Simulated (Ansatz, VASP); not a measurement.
## Cross-check of Zr16N16O (O on ZrN(001)) between VASP and Ansatz

Wanted: the spread between two codes on one cell, functional and k mesh. The cell is taken from a series of runs on this material, whose earlier steps may have relaxed, scaled, displaced or heated it; both programs get it as it stands.

Program: Ansatz 0.2.0. Level of theory: plane waves, with VASP 6.6.1 beside it; single point at PBEsol. Results are calculated unless marked as measured.

## 1. Set-up

The cell holds 33 atoms: 16 Zr, 16 N and 1 O. Its edges and angles: a = 6.449 Å, b = 6.449 Å, c = 24.540 Å, α = 90.0°, β = 90.0°, γ = 90.0°. It derives from ZrN. Vacuum lies along c.

Structure file:

```cif
data_structure
_symmetry_space_group_name_H-M 'P 1'
_symmetry_Int_Tables_number 1
_cell_length_a 6.4488
_cell_length_b 6.4488
_cell_length_c 24.5400
_cell_angle_alpha 90.000
_cell_angle_beta 90.000
_cell_angle_gamma 90.000
_cell_volume 1020.55
loop_
_atom_site_label
_atom_site_type_symbol
_atom_site_fract_x
_atom_site_fract_y
_atom_site_fract_z
_atom_site_occupancy
Zr1 Zr 0.00000 0.00000 0.32600 1
Zr2 Zr 0.00000 0.50000 0.32600 1
Zr3 Zr 0.50000 0.00000 0.32600 1
Zr4 Zr 0.50000 0.50000 0.32600 1
Zr5 Zr 0.25000 0.25000 0.41891 1
Zr6 Zr 0.25000 0.75000 0.41891 1
Zr7 Zr 0.75000 0.25000 0.41891 1
Zr8 Zr 0.75000 0.75000 0.41891 1
Zr9 Zr 0.00584 0.00584 0.51162 1
Zr10 Zr 0.00584 0.49416 0.51162 1
Zr11 Zr 0.49416 0.00584 0.51162 1
Zr12 Zr 0.49416 0.49416 0.51162 1
Zr13 Zr 0.25000 0.25000 0.62304 1
Zr14 Zr 0.25000 0.75000 0.60063 1
Zr15 Zr 0.75000 0.25000 0.60063 1
Zr16 Zr 0.75000 0.75000 0.60125 1
N17 N 0.25000 0.25000 0.32600 1
N18 N 0.25000 0.75000 0.32600 1
N19 N 0.75000 0.25000 0.32600 1
N20 N 0.75000 0.75000 0.32600 1
N21 N 0.00000 0.00000 0.41891 1
N22 N 0.00000 0.50000 0.41891 1
N23 N 0.50000 0.00000 0.41891 1
N24 N 0.50000 0.50000 0.41891 1
N25 N 0.25000 0.25000 0.51181 1
N26 N 0.25000 0.75000 0.51253 1
N27 N 0.75000 0.25000 0.51253 1
N28 N 0.75000 0.75000 0.51512 1
N29 N 0.99600 0.99600 0.60392 1
N30 N 0.99600 0.50400 0.60392 1
N31 N 0.50400 0.99600 0.60392 1
N32 N 0.50400 0.50400 0.60392 1
O33 O 0.25000 0.25000 0.69553 1
```

## 2. Ansatz: single point, PBEsol

Ansatz runs on its default PAW (the set named soft_2) files.

With cell and atoms fixed, the geometry can't cause a difference; cores, projectors, grids and the points listed under the comparison can.

Contents of input.yaml:

```yaml
crystal:
  lattice:
    - [6.44881384, 0.0, 0.0]
    - [0.0, 6.44881384, 0.0]
    - [0.0, 0.0, 24.54]
  atoms:
    - { symbol: Zr, position: [0.0, 0.0, 0.32599837] }
    - { symbol: Zr, position: [0.0, 0.5, 0.32599837] }
    - { symbol: Zr, position: [0.5, 0.0, 0.32599837] }
    - { symbol: Zr, position: [0.5, 0.5, 0.32599837] }
    - { symbol: Zr, position: [0.25, 0.25, 0.4189079] }
    - { symbol: Zr, position: [0.25, 0.75, 0.4189079] }
    - { symbol: Zr, position: [0.75, 0.25, 0.4189079] }
    - { symbol: Zr, position: [0.75, 0.75, 0.4189079] }
    - { symbol: Zr, position: [0.00584278, 0.00584278, 0.51162481] }
    - { symbol: Zr, position: [0.00584278, 0.49415722, 0.51162481] }
    - { symbol: Zr, position: [0.49415722, 0.00584278, 0.51162481] }
    - { symbol: Zr, position: [0.49415722, 0.49415722, 0.51162481] }
    - { symbol: Zr, position: [0.25, 0.25, 0.62303917] }
    - { symbol: Zr, position: [0.25, 0.75, 0.60063344] }
    - { symbol: Zr, position: [0.75, 0.25, 0.60063344] }
    - { symbol: Zr, position: [0.75, 0.75, 0.60124554] }
    - { symbol: "N", position: [0.25, 0.25, 0.32599837] }
    - { symbol: "N", position: [0.25, 0.75, 0.32599837] }
    - { symbol: "N", position: [0.75, 0.25, 0.32599837] }
    - { symbol: "N", position: [0.75, 0.75, 0.32599837] }
    - { symbol: "N", position: [0.0, 0.0, 0.4189079] }
    - { symbol: "N", position: [0.0, 0.5, 0.4189079] }
    - { symbol: "N", position: [0.5, 0.0, 0.4189079] }
    - { symbol: "N", position: [0.5, 0.5, 0.4189079] }
    - { symbol: "N", position: [0.25, 0.25, 0.51180647] }
    - { symbol: "N", position: [0.25, 0.75, 0.51253136] }
    - { symbol: "N", position: [0.75, 0.25, 0.51253136] }
    - { symbol: "N", position: [0.75, 0.75, 0.51511809] }
    - { symbol: "N", position: [0.99600052, 0.99600052, 0.60391585] }
    - { symbol: "N", position: [0.99600052, 0.50399948, 0.60391585] }
    - { symbol: "N", position: [0.50399948, 0.99600052, 0.60391585] }
    - { symbol: "N", position: [0.50399948, 0.50399948, 0.60391585] }
    - { symbol: O, position: [0.25, 0.25, 0.69553097] }
hamiltonian:
  xc: pbesol
  pseudopotentials: { kind: paw }
kpoints:
  mp_grid: { grid: [4, 4, 1] }
scf:
  occupations: { method: methfessel_paxton, width: 0.1 }
  n_extra_bands: 12
efield:
  axis: 3
  dipole_correction: true
  ramp_width: 0.04
output:
  forces: true
  eigenvalues: true
```

On the command line:

```sh
$ ansatz run input.yaml --threads 8 --pin off --max-ram 18432MiB --backend cpu --events-out ev --progress --plain --runs-dir out
```

Numbers of over 12 decimals in the logs are rounded to 6 here.

Log:

```text
scf.n_extra_bands = 12 over 139 filled bands (N_el = 278.0): the run solves 151 bands
Engine: ansatz 0.2.0, aarch64-unknown-linux-gnu
Pseudopotentials: kind: paw
Pseudopotential: Zr, paw, valence charge 12, recommended cutoff 420 eV (normal), Zr.paw.azcp
Pseudopotential: N, paw, valence charge 5, recommended cutoff 420 eV (normal), N.paw.azcp
Pseudopotential: O, paw, valence charge 6, recommended cutoff 420 eV (normal), O.paw.azcp
Functional definition: PBEsol
  exchange = pbesol_x
  correlation = pbesol_c
Crystal: 33 atoms, lattice volume = 1020.550 Å³
Basis set: ecut = 420 eV, 19959 PW (Γ), exchange–correlation on 90×90×360 points (8 copies of the dense FFT grid, shifted against one another)
Bands: 151, of which v1, the nominal top of the filled ones, is band 139 counted from 1 (138 counted from 0)
Symmetry: 8 space group operations
Space group: P4mm (ITA 99), of the structure as read, at distance tolerance 1.0e-4 Å
k-points: 6 of 16
Non-local potential: Zr, projectors of the file, l = 0: 3, l = 1: 2, l = 2: 2, l = 3: 2
Non-local potential: N, projectors of the file, l = 0: 2, l = 1: 2, l = 2: 1
Non-local potential: O, projectors of the file, l = 0: 2, l = 1: 2, l = 2: 1
PAW form: soft (Blöchl's): semilocal exchange-correlation on the pseudo side does not see the compensation charge
PAW frozen core: Zr, regenerated for the run's functional, and the local potential with it (the file was generated under x = pbe(κ = 0.804, μ = 0.219515), c = pbe(β = 0.066725))
PAW frozen core: N, regenerated for the run's functional, and the local potential with it (the file was generated under x = pbe(κ = 0.804, μ = 0.219515), c = pbe(β = 0.066725))
PAW frozen core: O, regenerated for the run's functional, and the local potential with it (the file was generated under x = pbe(κ = 0.804, μ = 0.219515), c = pbe(β = 0.066725))
PAW one-centre angular grid: Zr, 590 points (default); XC on 64 Gauss nodes
PAW one-centre angular grid: N, 110 points (default); XC on 64 Gauss nodes
PAW one-centre angular grid: O, 110 points (default); XC on 64 Gauss nodes
Initial density: superposition of atomic densities (neutral atoms: chi_scale 0, normalization atom), corrected by the library's trained network
Initial wavefunctions: pseudopotential atomic-orbital guess
Functional: x = pbesol(κ = 0.804, μ = 0.123457), c = pbesol(β = 0.046)
SCF iter   1: F=—  HF=-72727.589517 eV  |F-HF|=—  |Δ(HF+E_count)|=         —  Δρ=8.30e-3  dr2=1.20e0  ethr=1.77e-3  p=-0.615 e·Å  D=-1.09e-1 V/Å  ΔV_dip=2.68 eV  dr2_dipole=1.08e-1  V_vac-E_F(+/−)=5.39/2.71 eV  ⟨swp⟩=7.3  Hψ=4251  notcnv=0
efield: sawtooth ramp at fractional position 0.9908 (placed from the atoms, in the widest stretch of the axis that holds none; the zero of the levels goes with the place), width 0.0400; the density the first Hamiltonian is built on has a dipole p = -0.615 e·Å; the dipole correction subtracts the counter field D = -1.09e-1 V/Å, which shifts the + side's vacuum level by +2.68 eV against the − side's; the planar-averaged density in the ramp window peaks in size at 7.7e-5 e/Å³
preconditioner: auto → LDOS  [metal: Δε(μ)=0.024 eV  Ē_g=7.371 eV  σ=0.100 eV  W_gap=0.20  n_scr=180 (ndim 8)  ℏωp=14.2 eV  f_vac=0.557  D(μ)=17.47/eV (n_scr^D=92)  β→1.0]
SCF iter   2: F=—  HF=-72727.445472 eV  |F-HF|=—  |Δ(HF+E_count)|=   1.44e-1  S|Δr|=    0.00e0  Δρ=4.73e-3  dr2=2.38e-1  ethr=4.30e-4  p=-0.614 e·Å  D=-1.09e-1 V/Å  ΔV_dip=2.67 eV  dr2_dipole=1.09e-2  V_vac-E_F(+/−)=5.22/2.55 eV  ⟨swp⟩=3.0  Hψ=1624  notcnv=0  defer=16
SCF iter   3: F=—  HF=-72727.404023 eV  |F-HF|=—  |Δ(HF+E_count)|=   4.14e-2  S|Δr|=    0.00e0  Δρ=9.09e-4  dr2=3.40e-2  ethr=8.57e-5  p=-0.602 e·Å  D=-1.07e-1 V/Å  ΔV_dip=2.62 eV  dr2_dipole=6.37e-3  V_vac-E_F(+/−)=5.20/2.58 eV  ⟨swp⟩=3.7  Hψ=1986  notcnv=0  defer=16
SCF iter   4: F=—  HF=-72727.401639 eV  |F-HF|=—  |Δ(HF+E_count)|=   2.38e-3  S|Δr|=    0.00e0  Δρ=5.01e-4  dr2=4.81e-3  ethr=1.22e-5  p=-0.609 e·Å  D=-1.08e-1 V/Å  ΔV_dip=2.65 eV  dr2_dipole=6.21e-4  V_vac-E_F(+/−)=5.17/2.52 eV  ⟨swp⟩=2.3  Hψ=1340  notcnv=0  defer=16
SCF iter   5: F=—  HF=-72727.401433 eV  |F-HF|=—  |Δ(HF+E_count)|=   2.06e-4  S|Δr|=    0.00e0  Δρ=3.74e-4  dr2=2.10e-3  ethr=1.73e-6  p=-0.617 e·Å  D=-1.09e-1 V/Å  ΔV_dip=2.68 eV  dr2_dipole=7.62e-6  V_vac-E_F(+/−)=5.18/2.49 eV  ⟨swp⟩=3.0  Hψ=1573  notcnv=0  defer=16
SCF iter   6: F=—  HF=-72727.401234 eV  |F-HF|=—  |Δ(HF+E_count)|=   1.99e-4  S|Δr|=    0.00e0  Δρ=6.60e-5  dr2=2.06e-4  ethr=7.57e-7  p=-0.620 e·Å  D=-1.10e-1 V/Å  ΔV_dip=2.70 eV  dr2_dipole=1.53e-5  V_vac-E_F(+/−)=5.17/2.48 eV  ⟨swp⟩=3.0  Hψ=1352  notcnv=0  defer=16
SCF iter   7: F=—  HF=-72727.401267 eV  |F-HF|=—  |Δ(HF+E_count)|=   3.34e-5  S|Δr|=    0.00e0  Δρ=2.60e-5  dr2=4.20e-5  ethr=7.40e-8  p=-0.625 e·Å  D=-1.11e-1 V/Å  ΔV_dip=2.72 eV  dr2_dipole=1.07e-6  V_vac-E_F(+/−)=5.17/2.45 eV  ⟨swp⟩=2.5  Hψ=1284  notcnv=0  defer=15
[...]
Work function:   Φ+ = 5.1719 eV   Φ− = 2.4378 eV
Levels:          The Fermi level and band energies are counted from a zero that moves with the ramp; work functions are not
--- Per-component energies (eV) ---
  E_band       = -4015.704749
  E_kinetic    = 7613.916255
  E_local      = -275971.515553  (includes V_loc(G=0)·N_el)
  E_nonlocal   = 2050.645158
  E_hartree    = 134167.635382
  E_xc         = -3615.810797
  E_vxc        = -4385.922203  (∫ρ·V_xc dr)
  E_paw        = -48498.651045  (= ΣΔE_a)
  E_vpaw       = -1627.663193  (= ΣTr[D̂ρ^β])
  E_aug_tail   = 0.004174  (compensation charges beyond the density's cutoff)
  E_efield     = 0.035002  (sawtooth field / dipole correction)
  E_vefield    = -30.449450  (∫n·V_field dr)
  E_ewald      = 111523.212128
  E_core_change = 3.136396  (= ΣΔE_core)
  E_smearing   = -0.007876  (= −TS)
  E_closure    = 0.000000  (closes the sum)
  Σ components = -72727.400776   (vs F -72727.400776, Δ=0.00e0)
--- Forces (eV/Å), atoms counted from 1 ---
  atom   1  Zr     0.11910564     0.11910564     1.68252611
  atom   2  Zr     0.11910564    -0.11910564     1.68252611
  atom   3  Zr    -0.11910564     0.11910564     1.68252611
  atom   4  Zr    -0.11910564    -0.11910564     1.68252611
  atom   5  Zr    -0.00000000     0.00000000    -0.96412776
  atom   6  Zr     0.00000000     0.00000000     0.64073418
  atom   7  Zr     0.00000000     0.00000000     0.64073418
  atom   8  Zr    -0.00000000     0.00000000    -0.14728747
  atom   9  Zr     0.00359059     0.00359059    -0.01185458
  atom  10  Zr     0.00359059    -0.00359059    -0.01185458
  atom  11  Zr    -0.00359059     0.00359059    -0.01185458
  atom  12  Zr    -0.00359059    -0.00359059    -0.01185458
  atom  13  Zr     0.00000000     0.00000000     0.24307331
  atom  14  Zr    -0.00000000     0.00000000    -0.02040931
  atom  15  Zr    -0.00000000     0.00000000    -0.02040931
  atom  16  Zr    -0.00000000    -0.00000000    -0.01110014
  atom  17  N     -0.00000000     0.00000000    -1.26353863
  atom  18  N     -0.00000000     0.00000000    -0.51573333
  atom  19  N     -0.00000000    -0.00000000    -0.51573333
  atom  20  N     -0.00000000    -0.00000000    -1.01202354
  atom  21  N     -0.09852813    -0.09852813    -0.87445141
  atom  22  N     -0.09852813     0.09852813    -0.87445141
  atom  23  N      0.09852813    -0.09852813    -0.87445141
  atom  24  N      0.09852813     0.09852813    -0.87445141
  atom  25  N      0.00000000     0.00000000     0.00033380
  atom  26  N      0.00000000     0.00000000    -0.00080087
  atom  27  N     -0.00000000    -0.00000000    -0.00080087
  atom  28  N      0.00000000    -0.00000000     0.01454367
  atom  29  N     -0.00844139    -0.00844139    -0.00581695
  atom  30  N     -0.00844139     0.00844139    -0.00581695
  atom  31  N      0.00844139    -0.00844139    -0.00581695
  atom  32  N      0.00844139     0.00844139    -0.00581695
  atom  33  O     -0.00000000    -0.00000000    -0.22918820
  max |Σ_I F_I| component: 1.21e-4 eV/Å
--- Band table (eV; the first three rows and the last of 6) ---
  k-point 0: bands = [... 135 lower, 2.3263, 2.8133, 3.6353, 3.9989, 3.9989, 4.2575, 4.6935, 4.6935, ... 8 higher]
  k-point 1: bands = [... 135 lower, 2.8249, 3.5980, 4.1783, 4.1918, 4.2439, 4.3622, 4.5937, 4.7561, ... 8 higher]
  k-point 2: bands = [... 135 lower, 3.5647, 3.6304, 3.8088, 4.2436, 4.3213, 4.4842, 4.5308, 4.7441, ... 8 higher]
  k-point 5: bands = [... 135 lower, 3.2102, 4.5340, 4.6379, 5.0713, 5.0713, 5.0873, 5.2478, 5.2478, ... 8 higher]
```

In the SCF lines HF is the Harris–Foulkes energy and dr2 the Hartree energy of the density residual, in eV; the loop may stop once dr2 is under the threshold and the program's other checks hold. Hψ counts applications of the Hamiltonian.

(Continued in part 2 of 2.)

[Lines on the potential files, build, host, timing and source positions are cut from VASP's logs without a mark.]

[Logs are printed without paths, hosts, clocks, repeated set-up lines and the standing remarks that a program may print on its own settings, such as how far it seeks lower states.]

[Hosts, paths, dates, database ids (printed as entryN), source tags and the programs' standing remarks are cut or masked in the printed files.]
